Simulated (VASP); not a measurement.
# HfZrSe3 (P3m1) in VASP: notebook

Aim: see how the results for HfZrSe3 move with the level of theory and the settings. Levels: PBE, r2SCAN. Tasks: relaxation of cell and atoms, single point.

All numbers are computed with VASP 6.6.1; they aren't measurements. Logs are shortened: lines on timing, memory, paths and dates and some standing lists are left out, and cuts for length are marked.

### 1 The crystal as given

It takes space group P3m1 (No. 156, trigonal). Conventional cell: a = 3.844 Å, b = 3.844 Å, c = 9.529 Å, α = 90.00°, β = 90.00°, γ = 120.00°. Zr (site symmetry 3m) has 6 Se at 2.69 to 2.75 Å as nearest neighbours. Hf (site symmetry 3m) is surrounded by 6 Se at 2.68 to 2.71 Å. Se (site symmetry 3m) is surrounded by 3 Hf at 2.68 Å. Se (site symmetry 3m) has 3 Hf at 2.71 Å and 3 Zr at 2.75 Å as nearest neighbours. Around Se (site symmetry 3m) lie 3 Zr at 2.69 Å.

The cell was built by a generator and needn't be a form met in nature.

### 2 Relaxation of cell and atoms, PBE

Input file INCAR:

```
ALGO = Normal
EDIFF = 1E-6
EDIFFG = -0.01
ENCUT = 520
GGA = PE
IBRION = 2
ISIF = 3
ISMEAR = 0
KPAR = 4
LASPH = T
LCHARG = F
LREAL = F
LWAVE = F
NELM = 120
NSW = 90
PREC = Accurate
SIGMA = 0.1
```

Input file KPOINTS:

```
k-points
0
Gamma
  10 10 4
```

Input file POSCAR:

```
HfZrSe3
1.0
    3.8439992800      0.0000000000      0.0000000000
   -1.9219996400      3.3290010300      0.0000000000
    0.0000000000      0.0000000000      9.5290000000
Zr Hf Se
1 1 3
Direct
    0.3333333300      0.6666666700      0.4930213000
    0.0000000000      0.0000000000      0.1593031800
    0.3333333300      0.6666666700      0.0019939100
    0.6666666700      0.3333333300      0.3232238400
    0.0000000000      0.0000000000      0.6525343700
```

Potentials or basis: VASP PAW PBE potentials, release 64 (Zr_sv, Hf_pv, Se).

Run with:

```bash
$ cat potpaw_PBE.64/Zr_sv/POTCAR potpaw_PBE.64/Hf_pv/POTCAR potpaw_PBE.64/Se/POTCAR > POTCAR
$ mpirun -np 4 vasp_std > vasp.out
```

OUTCAR:

```text
EDIFF = 1E-6
   EDIFFG = -0.01
   ENCUT = 520
   GGA = PE
   IBRION = 2
   ISIF = 3
   ISMEAR = 0
   LASPH = T
   LREAL = F
   NELM = 120
   NSW = 90
   PREC = Accurate

 ion  position               nearest neighbor table
   1  0.333  0.667  0.493-   5 2.69   5 2.69   5 2.69   4 2.75   4 2.75   4 2.75   2 3.88   2 3.88
                             2 3.88
   2  0.000  0.000  0.159-   3 2.68   3 2.68   3 2.68   4 2.71   4 2.71   4 2.71   1 3.88   1 3.88
                             1 3.88
   3  0.333  0.667  0.002-   2 2.68   2 2.68   2 2.68
   4  0.667  0.333  0.323-   2 2.71   2 2.71   2 2.71   1 2.75   1 2.75   1 2.75
   5  0.000  0.000  0.653-   1 2.69   1 2.69   1 2.69

  LATTYP: Found a hexagonal cell.
 ALAT       =     3.8439992800
 C/A-ratio  =     2.4789286641

  Lattice vectors:

 A1 = (   3.8439992800,   0.0000000000,   0.0000000000)
 A2 = (  -1.9219996400,   3.3290010300,   0.0000000000)
 A3 = (   0.0000000000,   0.0000000000,   9.5290000000)

Analysis of symmetry for initial positions (statically):
=====================================================================
 Subroutine PRICEL returns:
 Original cell was already a primitive cell.

 Routine SETGRP: Setting up the symmetry group for a
 hexagonal supercell.

 Subroutine GETGRP returns: Found  6 space group operations
 (whereof  6 operations were pure point group operations)
 out of a pool of 24 trial point group operations.

The static configuration has the point symmetry C_3v.

Analysis of symmetry for dynamics (positions and initial velocities):
=====================================================================
 Subroutine PRICEL returns:
 Original cell was already a primitive cell.

 Routine SETGRP: Setting up the symmetry group for a
 hexagonal supercell.

 Subroutine GETGRP returns: Found  6 space group operations
 (whereof  6 operations were pure point group operations)
 out of a pool of 24 trial point group operations.

The dynamic configuration has the point symmetry C_3v.

 Subroutine INISYM returns: Found  6 space group operations
 (whereof  6 operations are pure point group operations),
 and found     1 'primitive' translations

----------------------------------------------------------------------------------------

                                     Primitive cell

  volume of cell :     121.9395
[... 118 lines left out ...]
  Thomas-Fermi vector in A             =   2.265742
   LORBIT       =      0    0 simple, 1 ext, 2 COOP (PROOUT), +10 PAW based schemes
   GGA     = PE    functional components
   LHFCALC =     F    Hartree Fock is set to
   AEXX    =    0.0000 exact exchange contribution
   IVDW    =     0    specifies the selected vdW correction
   LEPSILON=     F    determine dielectric tensor
   LRPA    =     F    only Hartree local field effects (RPA)
 conjugate gradient relaxation of ions
 non-spin polarized calculation
 Gauss-broadening in eV      SIGMA  =   0.10
  energy-cutoff  :      520.00
  volume of cell :      121.94
 maximum number of plane-waves:      3323
 NGX is ok and might be reduce to    30
   NGX = 15   NGY = 15   NGZ = 35

--------------------------------------- Ionic step        1  -------------------------------------------

 number of electron      40.0000000 magnetization

 Free energy of the ion-electron system (eV)
  ---------------------------------------------------
  ext. energy  EPLUGINS =         0.00000000
  ---------------------------------------------------
  free energy    TOTEN  =       -35.01117014 eV

  energy without entropy =      -35.00410281  energy(sigma->0) =      -35.00763647

------------------------ aborting loop because EDIFF is reached ----------------------------------------

  FORCE on cell =-STRESS in cart. coord.  units (eV):
  Direction    XX          YY          ZZ          XY          YZ          ZX
  --------------------------------------------------------------------------------------
  -------------------------------------------------------------------------------------
  Total        0.0029891      0.0029891      0.5024800      0.0000000      0.0000000      0.0000000
  in kB        0.0392739      0.0392739      6.6021409      0.0000000      0.0000000      0.0000000
  external PRESSURE =       2.2268963 kB  Pullay stress =       0.0000000 kB
[... 98 lines left out ...]
  FREE ENERGIE OF THE ION-ELECTRON SYSTEM (eV)
  ---------------------------------------------------
  free  energy   TOTEN  =       -35.0177981623 eV

  energy  without entropy=      -35.0107095872  energy(sigma->0) =      -35.01425387

[... ionic steps 4 to 24 ...]

--------------------------------------- Ionic step       25  -------------------------------------------

 number of electron      40.0000002 magnetization

------------------------ aborting loop because EDIFF is reached ----------------------------------------
[... 73 lines left out ...]
--------------------------------------- Ionic step       27  -------------------------------------------

 number of electron      40.0000002 magnetization

 Free energy of the ion-electron system (eV)
  ---------------------------------------------------
  ext. energy  EPLUGINS =         0.00000000
  ---------------------------------------------------
  free energy    TOTEN  =       -35.03008375 eV

  energy without entropy =      -35.02327115  energy(sigma->0) =      -35.02667745

 E-fermi :   4.8599     XC(G=0):  -9.4782

 val. band max:        4.7904801248   @ k =   0.1000   0.1000   0.5000
 cond. band min:       4.8678100035   @ k =   0.1000   0.1000   0.2500
 fundamental gap:      0.0773298787
 Fermi energy:         4.8598959867

 k-point     1 :       0.0000    0.0000    0.0000
  band No.  band energies     occupation
      1     -45.1428      2.00000
      2     -27.1825      2.00000
      3     -27.1654      2.00000
      4     -27.1654      2.00000
      5     -23.2074      2.00000
      6     -23.1363      2.00000
[... 637 lines left out ...]
     23       6.7050      0.00000
     24       6.8189      0.00000

 [... further k-points ...]

------------------------ aborting loop because EDIFF is reached ----------------------------------------

  FORCE on cell =-STRESS in cart. coord.  units (eV):
  Direction    XX          YY          ZZ          XY          YZ          ZX
  --------------------------------------------------------------------------------------
  -------------------------------------------------------------------------------------
  Total       -0.0000236     -0.0000236      0.0252664     -0.0000000     -0.0000000      0.0000000
  in kB       -0.0002964     -0.0002964      0.3178520     -0.0000000     -0.0000000      0.0000000
  external PRESSURE =       0.1057531 kB  Pullay stress =       0.0000000 kB
[... 20 lines left out ...]
  FREE ENERGIE OF THE ION-ELECTRON SYSTEM (eV)
  ---------------------------------------------------
  free  energy   TOTEN  =       -35.0300837480 eV

  energy  without entropy=      -35.0232711511  energy(sigma->0) =      -35.02667745

 reached required accuracy - stopping structural energy minimisation
```

OSZICAR:

```text
N       E                     dE             d eps       ncg     rms          rms(c)
DAV:   1     0.280990160130E+03    0.28099E+03   -0.20046E+04  2400   0.151E+03
DAV:   2    -0.142507911919E+02   -0.29524E+03   -0.29212E+03  2864   0.357E+02
[... 231 lines left out ...]
  26 F= -.35030075E+02 E0= -.35026663E+02  d E =-.464401E-04
       N       E                     dE             d eps       ncg     rms          rms(c)
DAV:   1    -0.350300939032E+02   -0.18157E-04   -0.18621E-03  2400   0.306E-01    0.510E-02
DAV:   2    -0.350300875726E+02    0.63306E-05   -0.12822E-04  3264   0.652E-02    0.155E-02
DAV:   3    -0.350300848454E+02    0.27272E-05   -0.42716E-05  3864   0.221E-02    0.128E-02
DAV:   4    -0.350300834835E+02    0.13620E-05   -0.12449E-05  2760   0.137E-02    0.863E-03
DAV:   5    -0.350300837480E+02   -0.26456E-06   -0.98997E-07  1968   0.500E-03
  27 F= -.35030084E+02 E0= -.35026677E+02  d E =-.841009E-05
```

CONTCAR:

```text
HfZrSe3
   1.00000000000000
     3.8339478768603326   -0.0000000000000003    0.0000000000000000
    -1.9169739384301663    3.3202962595259229   -0.0000000000000000
     0.0000000000000001    0.0000000000000008   10.0047388708676799
  Zr              Hf              Se
     1     1     3
Direct
     0.3333333300000021    0.6666666699999979    0.4832872164533508
     0.0000000000000000    0.0000000000000000    0.1687895420546308
     0.3333333300000021    0.6666666699999979    0.0161928032039132
     0.6666666699999979    0.3333333300000021    0.3230403324177993
     0.0000000000000000    0.0000000000000000    0.6387667058703081

  0.00000000E+00  0.00000000E+00  0.00000000E+00
  0.00000000E+00  0.00000000E+00  0.00000000E+00
  0.00000000E+00  0.00000000E+00  0.00000000E+00
  0.00000000E+00  0.00000000E+00  0.00000000E+00
  0.00000000E+00  0.00000000E+00  0.00000000E+00
```

It took 12 min on 4 MPI ranks of Intel Xeon Platinum 8488C (Sapphire Rapids), shared host; peak memory 0.37 GiB.

Results:

- Free energy: -35.0301 eV
- Relaxed volume: 25.47 Å³/atom
- Relaxed cell: a = 3.834 Å, b = 3.834 Å, c = 10.005 Å, α = 90.00°, β = 90.00°, γ = 120.00°
- Space group after relaxing (to 0.05 Å): P3m1 (No. 156)
- Energy gained by relaxing: 3.8 meV/atom
- Ionic steps: 27
- Pressure after relaxing: 0.0 GPa
- Largest force after relaxing: 0.004 eV/Å
- Band gap on the k mesh: none (metal or under the smearing width)

Forces on the atoms (eV/Å):
```
Zr   0.000  0.000  0.000
Hf   0.000  0.000 -0.001
Se   0.000  0.000  0.001
Se   0.000  0.000 -0.004
Se   0.000  0.000  0.004
```

Step by step:
```
step  energy change (eV)  largest force (eV/Å)  pressure (GPa)  volume (Å³)
   1              0.0000                0.3089            0.22       121.94
   2             -0.0066                0.0988           -0.48       122.54
   3             -0.0066                0.1033           -0.48       122.55
   4             -0.0087                0.0569            0.24       121.50
   5             -0.0089                0.0653            0.09       121.71
   6             -0.0095                0.0626            0.08       121.84
   7             -0.0108                0.0746            0.06       122.22
   8             -0.0124                0.1114            0.02       122.98
   9             -0.0113                0.2529           -0.02       124.49
  10             -0.0127                0.1538            0.01       123.42
  11             -0.0130                0.1436            0.02       123.52
  12             -0.0141                0.1123            0.01       123.81
  13             -0.0156                0.0507            0.00       124.39
  14             -0.0163                0.1449           -0.02       125.54
  15             -0.0171                0.1255            0.00       125.88
  16             -0.0185                0.0683            0.03       126.88
  17             -0.0186                0.0507            0.06       127.34
  18             -0.0189                0.0206           -0.04       127.46
  19             -0.0189                0.0178           -0.08       127.51
  20             -0.0189                0.0189           -0.09       127.49
  21             -0.0189                0.0160            0.03       127.33
  22             -0.0189                0.0125            0.01       127.38
  23             -0.0189                0.0128            0.01       127.39
  24             -0.0189                0.0114           -0.03       127.44
  25             -0.0189                0.0123           -0.02       127.40
  26             -0.0189                0.0122           -0.02       127.39
  27             -0.0189                0.0044            0.01       127.36
```

Final structure:
```yaml
crystal:
  lattice:
    - [3.83395, 0.00000, 0.00000]
    - [-1.91697, 3.32030, 0.00000]
    - [0.00000, 0.00000, 10.00474]
  atoms:
    - { symbol: Zr, position: [0.33333, 0.66667, 0.48329] }
    - { symbol: Hf, position: [0.00000, 0.00000, 0.16879] }
    - { symbol: Se, position: [0.33333, 0.66667, 0.01619] }
    - { symbol: Se, position: [0.66667, 0.33333, 0.32304] }
    - { symbol: Se, position: [0.00000, 0.00000, 0.63877] }
```

Levels at points of the mesh, in eV from the Fermi level:
| k point | band 16 | band 17 | band 18 | band 19 | band 20 | band 21 | band 22 | band 23 | band 24 |
| --- | --- | --- | --- | --- | --- | --- | --- | --- | --- |
| (0.00, 0.00, 0.00) | -2.69 | -1.82 | -1.48 | -1.48 | -0.36 | -0.36 | -0.25 | 0.94 | 0.94 |
| (0.50, 0.00, 0.00) | -3.29 | -2.74 | -2.65 | -2.39 | -1.29 | 0.56 | 1.64 | 1.83 | 1.97 |
| (0.00, 0.00, 0.50) | -2.68 | -2.54 | -1.51 | -1.51 | -0.36 | -0.36 | -0.13 | 0.94 | 0.94 |
| (0.50, 0.00, 0.50) | -3.56 | -2.78 | -2.61 | -2.34 | -1.20 | 0.45 | 1.64 | 1.86 | 1.95 |

Caveat: this functional lacks dispersion, which binds the layers, so the pressure and a relaxed spacing across them are unreliable. The run has no spin-orbit coupling, so splittings on Hf are missing.

### 3 Relaxation of cell and atoms, PBE

This run uses another cell than the first one, of 25.47 Å³/atom, 1.044 times its volume.

Input file INCAR:

```
ALGO = Normal
EDIFF = 1E-7
EDIFFG = -0.005
ENCUT = 520
GGA = PE
IBRION = 2
ISIF = 3
ISMEAR = 0
KPAR = 4
LASPH = T
LCHARG = F
LREAL = F
LWAVE = F
NELM = 120
NSW = 60
POTIM = 0.3
PREC = Accurate
SIGMA = 0.1
```

KPOINTS is that of step 2.

Input file POSCAR:

```
HfZrSe3                                 
1.0
    3.8339478769     -0.0000000000      0.0000000000
   -1.9169739384      3.3202962595     -0.0000000000
    0.0000000000      0.0000000000     10.0047388709
  Zr              Hf              Se            
     1     1     3
Direct
     0.3333333300000021    0.6666666699999979    0.4832872164533508
     0.0000000000000000    0.0000000000000000    0.1687895420546308
     0.3333333300000021    0.6666666699999979    0.0161928032039132
     0.6666666699999979    0.3333333300000021    0.3230403324177993
     0.0000000000000000    0.0000000000000000    0.6387667058703081
```

Potentials or basis: VASP PAW PBE potentials, release 64 (Zr_sv, Hf_pv, Se).

Run with:

```bash
$ cat potpaw_PBE.64/Zr_sv/POTCAR potpaw_PBE.64/Hf_pv/POTCAR potpaw_PBE.64/Se/POTCAR > POTCAR
$ mpirun -np 4 vasp_std > vasp.out
```

It took 91 s on 4 MPI ranks of Intel Xeon Platinum 8488C (Sapphire Rapids), shared host; peak memory 0.37 GiB.

Results (log left out):

- Free energy: -35.0308 eV
- Relaxed volume: 25.48 Å³/atom
- Relaxed cell: a = 3.834 Å, b = 3.834 Å, c = 10.006 Å, α = 90.00°, β = 90.00°, γ = 120.00°
- Space group after relaxing (to 0.05 Å): P3m1 (No. 156)
- Energy gained by relaxing: 0.0 meV/atom
- Ionic steps: 2
- Pressure after relaxing: 0.0 GPa
- Largest force after relaxing: 0.003 eV/Å
- Band gap on the k mesh: none (metal or under the smearing width)

Forces in eV/Å, atoms in the order of the input:
```
Zr   0.000  0.000  0.001
Hf   0.000  0.000 -0.001
Se   0.000  0.000  0.003
Se   0.000  0.000 -0.003
Se   0.000  0.000  0.000
```

Final structure:
```
Zr Hf Se
1.0
     3.83401    0.00000    0.00000
    -1.91701    3.32035    0.00000
     0.00000    0.00000   10.00634
Zr Hf Se
1 1 3
Direct
  0.33333 0.66667 0.48329
  0.00000 0.00000 0.16879
  0.33333 0.66667 0.01620
  0.66667 0.33333 0.32303
  0.00000 0.00000 0.63878
```

Levels at points of the mesh, in eV from the Fermi level:
| k point | band 17 | band 18 | band 19 | band 20 | band 21 | band 22 | band 23 | band 24 |
| --- | --- | --- | --- | --- | --- | --- | --- | --- |
| (0.00, 0.00, 0.00) | -1.82 | -1.48 | -1.48 | -0.36 | -0.36 | -0.25 | 0.94 | 0.94 |
| (0.50, 0.00, 0.00) | -2.74 | -2.65 | -2.39 | -1.29 | 0.56 | 1.64 | 1.83 | 1.97 |
| (0.00, 0.00, 0.50) | -2.55 | -1.51 | -1.51 | -0.36 | -0.36 | -0.13 | 0.94 | 0.94 |
| (0.50, 0.00, 0.50) | -2.78 | -2.61 | -2.34 | -1.20 | 0.45 | 1.64 | 1.86 | 1.95 |

Caveat: this functional lacks dispersion, which binds the layers, so the pressure and a relaxed spacing across them are unreliable. Spin-orbit coupling is left out, which matters for the levels of Hf.

### 4 Single point, r2SCAN

This run uses another cell than the first one, of 25.48 Å³/atom, 1.045 times its volume.

Input file INCAR:

```
ALGO = Normal
EDIFF = 1E-6
ENCUT = 520
ISIF = 2
ISMEAR = 0
KPAR = 4
LASPH = T
LCHARG = F
LMIXTAU = T
LREAL = F
LWAVE = F
METAGGA = R2SCAN
NBANDS = 28
NELM = 150
PREC = Accurate
SIGMA = 0.1
```

KPOINTS is that of step 3.

Input file POSCAR:

```
HfZrSe3                                 
1.0
    3.8340102318      0.0000000000      0.0000000000
   -1.9170051159      3.3203502605     -0.0000000000
   -0.0000000000      0.0000000000     10.0063379068
  Zr              Hf              Se            
     1     1     3
Direct
     0.3333333300000021    0.6666666699999979    0.4832882432441220
     1.0000000000000000    0.0000000000000000    0.1687870117540657
     0.3333333300000021    0.6666666699999979    0.0161958686647993
     0.6666666699999979    0.3333333300000021    0.3230277486243517
     1.0000000000000000    0.0000000000000000    0.6387777277126638
```

Run with:

```bash
$ cat potpaw_PBE.64/Zr_sv/POTCAR potpaw_PBE.64/Hf_pv/POTCAR potpaw_PBE.64/Se/POTCAR > POTCAR
$ mpirun -np 4 vasp_std > vasp.out
```

It took 3.7 min on 4 MPI ranks of Intel Xeon Platinum 8488C (Sapphire Rapids), shared host; peak memory 0.41 GiB.

Results (log left out):

```yaml
Free_energy: -117.7868 eV
Pressure: -1.2 GPa
Largest_force: 0.247 eV/Å
Band_gap_on_the_k_mesh: none (metal or under the smearing width)
```

Forces in eV/Å, atoms in the order of the input:
```
Zr   0.000  0.000  0.169
Hf   0.000  0.000 -0.144
Se   0.000  0.000  0.247
Se   0.000  0.000 -0.105
Se   0.000  0.000 -0.167
```

Stress tensor (GPa, compression positive):
```
-1.02  0.00  0.00
 0.00 -1.02  0.00
 0.00  0.00 -1.53
```

Levels at points of the mesh, in eV from the Fermi level:
```csv
k point,band 18,band 19,band 20,band 21,band 22,band 23
"(0.00, 0.00, 0.00)",-1.75,-1.75,-0.36,-0.36,-0.21,1.02
"(0.50, 0.00, 0.00)",-2.94,-2.68,-1.33,0.67,1.74,1.98
"(0.00, 0.00, 0.50)",-1.78,-1.78,-0.36,-0.36,-0.08,1.02
"(0.50, 0.00, 0.50)",-2.89,-2.63,-1.24,0.55,1.74,2.00
```

Caveat: the PAW data sets were made with another functional, which shifts forces and pressure a little.
